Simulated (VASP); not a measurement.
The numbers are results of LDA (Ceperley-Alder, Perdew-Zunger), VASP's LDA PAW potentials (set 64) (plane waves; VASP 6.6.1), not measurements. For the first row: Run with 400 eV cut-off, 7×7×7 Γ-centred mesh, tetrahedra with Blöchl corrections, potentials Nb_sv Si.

| system | energy (eV/atom) |
|---|---|
| Nb₃Si (space group Pm-3n) | -10.3369 |
| Nb (bcc) | -11.2534 |
| Si (diamond) | -5.9588 |

The references are the elements' solids at the same level; no temperature or zero-point terms are added.

What is the formation energy per atom of Nb$_{3}$Si?

The references average (6×(-11.2534) + 2×(-5.9588))/8 = -9.9297 eV, so the formation energy is -10.3369 − (-9.9297) = -0.407 eV/atom.
